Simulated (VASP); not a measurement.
# TiSi2: Si into a neighbouring Si vacancy, part 3 of 4

How hard is this move in TiSi2: Si into a neighbouring Si vacancy? Both ends are relaxed first, then a band of images between them. The start is a computed cell from the Materials Project.

VASP 6.6.1; PBEsol; plane waves and PAW (Ti, Si).

So far. Step 2 (Relax the host): The run ended after 4 ionic steps, 0.011 eV below its first step, once forces and stress met EDIFFG = -0.02. Step 3 (Relax the start): The run ended after 8 ionic steps, 0.136 eV below its first step, once the forces on the free atoms met EDIFFG = -0.05.

## (4) Relax the end

The end state is relaxed in the same way, so that both ends share their errors.

Input file INCAR:

```
SYSTEM = Ti8Si15
PREC = Normal
ENCUT = 280
EDIFF = 1E-05
NELM = 120
ISMEAR = 1
SIGMA = 0.15
LREAL = Auto
ALGO = Fast
GGA = PS
NBANDS = 69
LASPH = .TRUE.
LORBIT = 11
LWAVE = .FALSE.
LCHARG = .FALSE.
KPAR = 3
IBRION = 2
NSW = 60
ISIF = 2
EDIFFG = -0.05
POTIM = 0.4
MAXMIX = 40
ISYM = 0
```

Input file POSCAR:

```
Ti8Si15
1.0
    0.0000000000      4.0793105286      4.2750034152
    4.7476752702      0.0000000000      8.5500068304
    4.7476752702      8.1586210572      0.0000000000
Ti Si
8 15
Direct
    0.7512344920      0.3736867853      0.3773848470
    0.7558525312      0.3726665913      0.8739177809
    0.7419135150      0.8755770037      0.3781969826
    0.7511841508      0.8762215461      0.8733150238
    0.4923907486      0.2510089248      0.2498067706
    0.4964456891      0.2502795113      0.7534435278
    0.5021923766      0.7499994935      0.2499960883
    0.4967156796      0.7514203397      0.7522709077
    0.4109225876      0.0392735541      0.7096360255
    0.4098401242      0.5417457909      0.2076701113
    0.4115281368      0.5462533447      0.7051486619
    0.0925112432      0.2065954723      0.0428754599
    0.0801885972      0.2063634384      0.5452496861
    0.0782209399      0.7092788531      0.0481074319
    0.0884071162      0.7077897555      0.5428179401
    0.1607285271      0.4179642063      0.0821787192
    0.1595543997      0.4217804350      0.5801976619
    0.1465829963      0.9209395491      0.0854801718
    0.1638151813      0.9157510665      0.5868475895
    0.8422365855      0.0769151085      0.4178162254
    0.4150320290      0.0437284338      1.2041398892
    0.8394663523      0.5798538808      0.4184387472
    0.8380417986      0.5787559453      0.9176858032
```

Input file KPOINTS:

```
Automatic mesh
0
Gamma
5 5 5
0 0 0
```

PAW data sets: Ti and Si (PBE family, release 64).

The run is started by

```sh
$ mpirun -np 3 vasp_std
```

Output:

```text
[... set-up lines as in an earlier step ...]
 entering main loop
       N       E                     dE             d eps       ncg     rms          rms(c)
DAV:   1     0.350478472940E+03    0.35048E+03   -0.20805E+04  8694   0.708E+02
DAV:   2    -0.119760732054E+03   -0.47024E+03   -0.44570E+03  8694   0.214E+02
DAV:   3    -0.178383877305E+03   -0.58623E+02   -0.55497E+02 11828   0.710E+01
DAV:   4    -0.180621244590E+03   -0.22374E+01   -0.22122E+01 11268   0.147E+01
DAV:   5    -0.180669580472E+03   -0.48336E-01   -0.48238E-01 11268   0.221E+00    0.490E+01
RMM:   6    -0.165267882823E+03    0.15402E+02   -0.96198E+01  8694   0.351E+01    0.990E+00
RMM:   7    -0.165380605001E+03   -0.11272E+00   -0.14785E+01  8707   0.134E+01    0.119E+01
RMM:   8    -0.165514535199E+03   -0.13393E+00   -0.58960E+00  9253   0.586E+00    0.721E+00
RMM:   9    -0.165215450780E+03    0.29908E+00   -0.19367E+00  8694   0.523E+00    0.415E+00
RMM:  10    -0.165233163093E+03   -0.17712E-01   -0.50380E-01  8700   0.274E+00    0.223E+00
RMM:  11    -0.165173864383E+03    0.59299E-01   -0.14805E-01  8697   0.144E+00    0.135E+00
RMM:  12    -0.165179881688E+03   -0.60173E-02   -0.63360E-02  9216   0.567E-01    0.914E-01
RMM:  13    -0.165177973519E+03    0.19082E-02   -0.11727E-02  8698   0.391E-01    0.660E-01
RMM:  14    -0.165175545586E+03    0.24279E-02   -0.20715E-02  8698   0.463E-01    0.471E-01
RMM:  15    -0.165176303028E+03   -0.75744E-03   -0.11457E-02  9060   0.237E-01    0.244E-01
RMM:  16    -0.165175278369E+03    0.10247E-02   -0.29145E-03  8694   0.222E-01    0.882E-02
RMM:  17    -0.165175295508E+03   -0.17139E-04   -0.91339E-04  8713   0.666E-02    0.615E-02
RMM:  18    -0.165175299830E+03   -0.43226E-05   -0.18474E-04  8673   0.458E-02    0.284E-02
RMM:  19    -0.165175310498E+03   -0.10668E-04   -0.63645E-05  7377   0.257E-02    0.283E-02
RMM:  20    -0.165175307116E+03    0.33820E-05   -0.42951E-05  7185   0.227E-02
   1 F= -.16517531E+03 E0= -.16517766E+03  d E =-.165175E+03
 curvature:   0.00 expect dE= 0.000E+00 dE for cont linesearch  0.000E+00
 trial: gam= 0.00000 g(F)=  0.150E+00 g(S)=  0.000E+00 ort = 0.000E+00 (trialstep = 0.100E+01)
 search vector abs. value=  0.150E+00
 bond charge predicted
       N       E                     dE             d eps       ncg     rms          rms(c)
DAV:   1    -0.165281802858E+03   -0.10649E+00   -0.28675E+00 10055   0.457E+00    0.604E-01
RMM:   2    -0.165284390088E+03   -0.25872E-02   -0.96710E-02  8694   0.125E+00    0.423E-01
RMM:   3    -0.165284395993E+03   -0.59048E-05   -0.22938E-02  8958   0.517E-01    0.239E-01
RMM:   4    -0.165282849808E+03    0.15462E-02   -0.10053E-02  8694   0.393E-01    0.147E-01
RMM:   5    -0.165282913701E+03   -0.63893E-04   -0.51239E-03  9016   0.195E-01    0.932E-02
RMM:   6    -0.165282765884E+03    0.14782E-03   -0.10570E-03  8694   0.141E-01    0.452E-02
RMM:   7    -0.165282785222E+03   -0.19338E-04   -0.30642E-04  8965   0.471E-02    0.145E-02
RMM:   8    -0.165282788573E+03   -0.33511E-05   -0.63864E-05  7920   0.243E-02
   2 F= -.16528279E+03 E0= -.16528525E+03  d E =-.107481E+00
[...]
3 F= -.16530795E+03 E0= -.16531048E+03  d E =-.132643E+00
[...]
4 F= -.16532316E+03 E0= -.16532580E+03  d E =-.152100E-01
[...]
5 F= -.16532768E+03 E0= -.16533041E+03  d E =-.197297E-01
[...]
6 F= -.16533145E+03 E0= -.16533418E+03  d E =-.376836E-02
[...]
7 F= -.16533228E+03 E0= -.16533502E+03  d E =-.459688E-02
 curvature:  -1.48 expect dE=-0.152E-02 dE for cont linesearch -0.555E-06
 trial: gam= 0.26841 g(F)=  0.103E-02 g(S)=  0.000E+00 ort =-0.425E-04 (trialstep = 0.157E+01)
 search vector abs. value=  0.135E-02
 bond charge predicted
       N       E                     dE             d eps       ncg     rms          rms(c)
DAV:   1    -0.165333401274E+03   -0.11316E-02   -0.39364E-02  9144   0.560E-01    0.811E-02
RMM:   2    -0.165333457828E+03   -0.56554E-04   -0.12866E-03  8694   0.153E-01    0.640E-02
RMM:   3    -0.165333423292E+03    0.34535E-04   -0.34993E-04  8734   0.699E-02    0.306E-02
RMM:   4    -0.165333420385E+03    0.29074E-05   -0.14608E-04  8828   0.383E-02    0.258E-02
RMM:   5    -0.165333417171E+03    0.32136E-05   -0.35872E-05  7046   0.232E-02
   8 F= -.16533342E+03 E0= -.16533621E+03  d E =-.114030E-02
 trial-energy change:   -0.001140  1 .order   -0.001124   -0.001591   -0.000658
 step:   2.6700(harm=  2.6700)  dis= 0.00508  next Energy=  -165.333633 (dE=-0.136E-02)
 reached required accuracy - stopping structural energy minimisation
```

The job ended after 8.9 min (3 MPI ranks of AMD EPYC 9R45, shared host; peak memory 1.3 GiB; 23 min of CPU time).

OUTCAR, selected parts (step 4):

```text
 Found     63 irreducible k-points:

   NELECT =      92.0000    total number of electrons

 E-fermi :   7.4582

 k-point     1 :       0.0000    0.0000    0.0000
  band No.  band energies     occupation
    ...
     41       6.6395      2.00000
     42       6.9207      2.00000
     43       7.0088      2.00019
     44       7.1924      2.03106
     45       7.3130      2.04304
     46       7.5321      0.26803
     47       7.6099     -0.05245
     48       7.8157     -0.00384
     49       7.8826     -0.00047
     50       8.3385     -0.00000
    ...

 k-point     2 :       0.2000    0.0000    0.0000
  band No.  band energies     occupation
    ...
     42       6.7888      2.00000
     43       6.8826      2.00000
     44       6.9947      2.00011
     45       7.1400      2.01058
     46       7.3356      1.98864
     47       7.5206      0.35939
     48       7.7196     -0.03347
     49       7.9118     -0.00016
     50       8.1575     -0.00000
     51       8.2466     -0.00000
    ...

  Total        0.2485181     -1.4731861     -3.8048892      0.1149299      0.3726998     -1.9129958
  in kB        1.2022767     -7.1269543    -18.4072270      0.5560057      1.8030405     -9.2546579
  external PRESSURE =      -8.1106349 kB  Pullay stress =       0.0000000 kB

 POSITION                                       TOTAL-FORCE (eV/Angst)
 -----------------------------------------------------------------------------------
      3.57302      6.10701      6.40382        -0.002951     -0.003499     -0.007499
      5.91142     10.21341      6.39320        -0.000687     -0.001513      0.004183
      5.93075      6.11084     10.68276        -0.010383      0.000900      0.016184
      8.33152     10.21398     10.68549         0.014480      0.008869      0.002719
      2.37587      4.07415      4.26279         0.006622      0.015727     -0.002652
      4.75579      8.17563      4.27744        -0.001469     -0.018643     -0.002380
      4.74432      4.09331      8.52987        -0.011773     -0.018310      0.003519
      7.12633      8.14538      8.54586        -0.001202      0.018894      0.014471
      3.56866      7.43489      2.15026        -0.007298      0.012267      0.007913
      3.56487      3.36788      6.40228         0.010722     -0.004938     -0.003725
      5.93486      7.45451      6.40453         0.005396     -0.003614     -0.002797
      1.17035      0.71674      2.12715        -0.001749      0.000757     -0.011844
      3.56169      4.80500      2.11881         0.020699     -0.011665      0.023969
      3.56979      0.68235      6.41151        -0.017016      0.012028     -0.025940
      5.95961      4.77357      6.40934         0.003145      0.002732      0.009459
      2.33321      1.36098      4.25321        -0.010113      0.012833     -0.017454
      4.74865      5.41774      4.26982         0.021343     -0.009352      0.014891
      4.75074      1.27740      8.53800        -0.008710     -0.003389     -0.013867
      7.17604      5.45388      8.55814        -0.004772     -0.002287      0.004545
      2.37614      6.84795      4.26807        -0.008472     -0.014617     -0.005713
      1.18421      3.35108      2.10346         0.004761     -0.000549     -0.012708
      4.75254      6.82098      8.54223         0.002718      0.002016      0.004025
      7.12669     10.90714      8.53489        -0.003294      0.005354      0.000701
 -----------------------------------------------------------------------------------
    total drift:                               -0.016096     -0.018711     -0.014485

  FREE ENERGIE OF THE ION-ELECTRON SYSTEM (eV)
  ---------------------------------------------------
  free  energy   TOTEN  =      -165.3334171713 eV

  energy  without entropy=     -165.3417915243  energy(sigma->0) =     -165.33620862

 total charge
# of ion       s       p       d       tot
------------------------------------------
    1        0.445   0.718   2.768   3.931
    2        0.436   0.678   2.662   3.775
    3        0.446   0.719   2.771   3.935
    4        0.439   0.682   2.659   3.780
    5        0.440   0.693   2.698   3.830
    6        0.445   0.709   2.728   3.882
    7        0.442   0.714   2.761   3.917
    8        0.443   0.699   2.717   3.859
    9        0.790   0.849   0.000   1.639
   10        0.776   0.864   0.000   1.640
   11        0.775   0.863   0.000   1.639
   12        0.768   0.890   0.000   1.657
   13        0.771   0.883   0.000   1.654
   14        0.771   0.879   0.000   1.650
   15        0.774   0.870   0.000   1.644
   16        0.780   0.876   0.000   1.656
   17        0.775   0.868   0.000   1.643
   18        0.776   0.857   0.000   1.633
   19        0.780   0.878   0.000   1.658
   20        0.770   0.877   0.000   1.647
   21        0.791   0.847   0.000   1.637
   22        0.773   0.875   0.000   1.648
   23        0.773   0.869   0.000   1.642
--------------------------------------------------
tot         15.178  18.655  21.764  55.597

[... 6 parts as in an earlier step ...]

[... 6 further parts left out ...]
```

CONTCAR:

```
Ti8Si15
   1.00000000000000
     0.0000000000000000    4.0793105285999998    4.2750034151999996
     4.7476752702000002    0.0000000000000000    8.5500068303999992
     4.7476752702000002    8.1586210571999995    0.0000000000000000
  Ti              Si
     8    15
Direct
     0.7449352068926154    0.3765164629966681    0.3760666419475129
     0.7544775797735334    0.3705027522447424    0.8746160599666082
     0.7492575098549697    0.8748154321971208    0.3743753486020563
     0.7468269848846252    0.8763504197754229    0.8785117595213277
     0.4975121338662948    0.2498155021796592    0.2506116104669032
     0.5006595488631759    0.2499553308370122    0.7517544393193890
     0.5000675993462648    0.7476114113076499    0.2516825989253337
     0.4968771588184247    0.7510765915362174    0.7499387465624794
     0.4111204070100324    0.0459318936918617    0.7057318344014528
     0.4107389090814470    0.5434347688246487    0.2074311145687500
     0.4127090269800827    0.5427122871023363    0.7073429919034416
     0.0901289156073084    0.2037247385317101    0.0427861914289366
     0.0865642004783805    0.2045320385709428    0.5456653272301059
     0.0816174137186197    0.7090746999195771    0.0428271239261749
     0.0794564927189230    0.7099017193841833    0.5453664681828594
     0.1728245661267480    0.4110393092355216    0.0804028572105067
     0.1632393159512446    0.4177736560147069    0.5824311911512126
     0.1545198733900726    0.9213353604402782    0.0793105088844586
     0.1579473018453202    0.9219775046968168    0.5895073289372159
     0.8380567872619828    0.0801611894570759    0.4203232365564686
     0.4073304205540139    0.0423532600047645    0.2070763612565533
     0.8341114421561766    0.5820341867640195    0.4189900778313089
     0.8340270026197517    0.5812185142870724    0.9198722340189733
```

Step by step:

```tsv
step	energy less that of the first step (eV)	largest force (eV/Å)
1	0.0000	0.7614
2	-0.1075	0.3538
3	-0.1326	0.2378
4	-0.1479	0.1533
5	-0.1524	0.0974
6	-0.1561	0.0602
7	-0.1570	0.0601
8	-0.1581	0.0337
```

The atoms that moved most (Å):

```tsv
atom	dx	dy	dz	length
Si9	0.013	-0.031	0.058	0.067
Si16	-0.041	0.035	-0.007	0.055
Si19	0.042	-0.002	0.028	0.051
Si18	-0.027	-0.018	0.037	0.050
Si21	0.007	-0.007	-0.045	0.046
Si14	-0.026	-0.029	0.013	0.041
Ti4	0.025	0.025	-0.018	0.039
Si17	-0.008	0.033	-0.019	0.039
```

Final coordinates:

```
Ti Si
1.0
     0.00000    4.07931    4.27500
     4.74768    0.00000    8.55001
     4.74768    8.15862    0.00000
Ti Si
8 15
Direct
  0.74494 0.37652 0.37607
  0.75448 0.37050 0.87462
  0.74926 0.87482 0.37438
  0.74683 0.87635 0.87851
  0.49751 0.24982 0.25061
  0.50066 0.24996 0.75175
  0.50007 0.74761 0.25168
  0.49688 0.75108 0.74994
  0.41112 0.04593 0.70573
  0.41074 0.54343 0.20743
  0.41271 0.54271 0.70734
  0.09013 0.20372 0.04279
  0.08656 0.20453 0.54567
  0.08162 0.70907 0.04283
  0.07946 0.70990 0.54537
  0.17282 0.41104 0.08040
  0.16324 0.41777 0.58243
  0.15452 0.92134 0.07931
  0.15795 0.92198 0.58951
  0.83806 0.08016 0.42032
  0.40733 0.04235 0.20708
  0.83411 0.58203 0.41899
  0.83403 0.58122 0.91987
```

Numbers from this step:

* electronic cycles: 64
* free energy (TOTEN): -165.3334 eV
* energy at zero smearing: -165.3362 eV
* Fermi energy: 7.458 eV

The run ended after 8 ionic steps, 0.158 eV below its first step, once the forces on the free atoms met EDIFFG = -0.05.

(Continued in part 4 of 4.)

[Lines on the potential files, build, host, timing and source positions are cut from VASP's logs without a mark.]

[Logs are printed without paths, hosts, clocks, repeated set-up lines and the standing remarks that a program may print on its own settings, such as how far it seeks lower states.]

[Hosts, paths, dates, database ids (printed as entryN), source tags and the programs' standing remarks are cut or masked in the printed files.]

[Runs that stopped without an error message from VASP are left out.]
